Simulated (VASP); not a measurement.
Output of a VASP run:

### OSZICAR
```
       N       E                     dE             d eps       ncg     rms          rms(c)
DAV:   1     0.124364811240E+02    0.12436E+02   -0.38736E+03   928   0.828E+02
DAV:   2     0.527355776253E+00   -0.11909E+02   -0.11795E+02  1264   0.113E+02
DAV:   3     0.349811380927E+00   -0.17754E+00   -0.16789E+00  1144   0.103E+01
DAV:   4     0.347185370659E+00   -0.26260E-02   -0.26128E-02  1512   0.156E+00
DAV:   5     0.347180567032E+00   -0.48036E-05   -0.48036E-05  1152   0.612E-02    0.707E+00
DAV:   6     0.331655716072E+00   -0.15525E-01   -0.18031E-03  1496   0.416E-01    0.422E+00
DAV:   7     0.322478135221E+00   -0.91776E-02   -0.47964E-03  1416   0.633E-01    0.619E-02
DAV:   8     0.322389843317E+00   -0.88292E-04   -0.17062E-04  1504   0.987E-02    0.149E-02
DAV:   9     0.322374934216E+00   -0.14909E-04   -0.15733E-05  1128   0.272E-02    0.680E-03
DAV:  10     0.322373787155E+00   -0.11471E-05   -0.33703E-06  1384   0.132E-02    0.126E-03
DAV:  11     0.322373718080E+00   -0.69075E-07   -0.51052E-08   648   0.207E-03
   1 F= 0.32237372E+00 E0= 0.32220456E+00  d E =0.322374E+00
       N       E                     dE             d eps       ncg     rms          rms(c)
DAV:   1     0.321324676763E+00   -0.10491E-02   -0.19738E-02  1016   0.146E+00    0.125E-01
DAV:   2     0.321956151555E+00    0.63147E-03   -0.64995E-04  1368   0.265E-01    0.667E-02
DAV:   3     0.322217108509E+00    0.26096E-03   -0.79161E-04  1384   0.275E-01    0.320E-02
DAV:   4     0.322216372904E+00   -0.73560E-06   -0.78400E-06  1200   0.248E-02
   2 F= 0.32221637E+00 E0= 0.32202942E+00  d E =-.157345E-03
       N       E                     dE             d eps       ncg     rms          rms(c)
DAV:   1     0.319303838197E+00   -0.29133E-02   -0.64209E-02   992   0.264E+00    0.227E-01
DAV:   2     0.321368035509E+00    0.20642E-02   -0.21371E-03  1368   0.477E-01    0.121E-01
DAV:   3     0.322219709948E+00    0.85167E-03   -0.25896E-03  1384   0.498E-01    0.579E-02
DAV:   4     0.322219000059E+00   -0.70989E-06   -0.25936E-05  1192   0.447E-02    0.219E-02
DAV:   5     0.322217988059E+00   -0.10120E-05   -0.53895E-06  1456   0.214E-02    0.230E-03
DAV:   6     0.322218226040E+00    0.23798E-06   -0.14146E-07   488   0.374E-03
   3 F= 0.32221823E+00 E0= 0.32200091E+00  d E =-.155492E-03
       N       E                     dE             d eps       ncg     rms          rms(c)
DAV:   1     0.321630119182E+00   -0.58787E-03   -0.11999E-02  1016   0.114E+00    0.977E-02
DAV:   2     0.322011119559E+00    0.38100E-03   -0.39569E-04  1360   0.207E-01    0.519E-02
DAV:   3     0.322169358755E+00    0.15824E-03   -0.48114E-04  1384   0.215E-01    0.250E-02
DAV:   4     0.322170606222E+00    0.12475E-05   -0.48482E-06  1112   0.195E-02    0.953E-03
DAV:   5     0.322171346320E+00    0.74010E-06   -0.98973E-07  1088   0.926E-03
   4 F= 0.32217135E+00 E0= 0.32196694E+00  d E =-.202372E-03
```

### OUTCAR
```
------------------------ aborting loop because EDIFF is reached ----------------------------------------
  FORCE on cell =-STRESS in cart. coord.  units (eV):
  Direction    XX          YY          ZZ          XY          YZ          ZX
  --------------------------------------------------------------------------------------
  Total        0.0039964      0.0039964      0.0039964      0.0000000      0.0000000     -0.0000000
  in kB        0.1582754      0.1582754      0.1582754      0.0000000      0.0000000     -0.0000000
  external PRESSURE =       0.1582754 kB  Pullay stress =       0.0000000 kB
  volume of cell :       40.45
      direct lattice vectors                 reciprocal lattice vectors
    -2.162554891  2.162554891  2.162554891     0.000000000  0.231208004  0.231208004
     2.162554891 -2.162554891  2.162554891     0.231208004  0.000000000  0.231208004
     2.162554891  2.162554891 -2.162554891     0.231208004  0.231208004  0.000000000
 POSITION                                       TOTAL-FORCE (eV/Angst)
 -----------------------------------------------------------------------------------
      0.00000      0.00000      0.00000         0.000000     -0.000000      0.000000
 -----------------------------------------------------------------------------------
    total drift:                                0.000000      0.000000      0.000000
  FREE ENERGIE OF THE ION-ELECTRON SYSTEM (eV)
  ---------------------------------------------------
  free  energy   TOTEN  =         0.3221713463 eV

  energy  without entropy=        0.3215581262  energy(sigma->0) =        0.32196694

 reached required accuracy - stopping structural energy minimisation
```
(Selected blocks of OUTCAR.)

**POSCAR**
```
Eu
1
   -2.1707122738     2.1707122738     2.1707122738
    2.1707122738    -2.1707122738     2.1707122738
    2.1707122738     2.1707122738    -2.1707122738
Eu
1
Direct
  1.0000000000   0.0000000000   0.0000000000
```

Task: Reconstruct the remaining input files.

Result: One answer among several that fit: the input of the run itself, rev-vdW-DF2, plane waves, VASP's PBE PAW potentials (set 64).

### KPOINTS
```
Automatic mesh
0
Gamma
11 11 11
0 0 0
```

INCAR:
```
AGGAC = 0.0
ALGO = Normal
EDIFF = 1E-6
EDIFFG = -0.01
ENCUT = 520
GGA = MK
IBRION = 2
ISIF = 3
ISMEAR = 1
LASPH = T
LCHARG = F
LMAXMIX = 6
LREAL = F
LUSE_VDW = T
LWAVE = F
NELM = 100
NSW = 60
PARAM1 = 0.1234568
PARAM2 = 0.7114
PREC = Accurate
SIGMA = 0.1
SYSTEM = Eu
ZAB_VDW = -1.8867
```

POTCAR, in this order: Eu_2 (PBE.64 set). Program: vasp_std.

The 4f electrons are frozen in the core of the lanthanide potential, so 4f levels, which can set the real gap, and their magnetism are missing.

The compound is Eu in the bcc structure. This run relaxes it. Symmetry was kept, so distortions that lower it aren't found. The start is the result of an earlier pass.
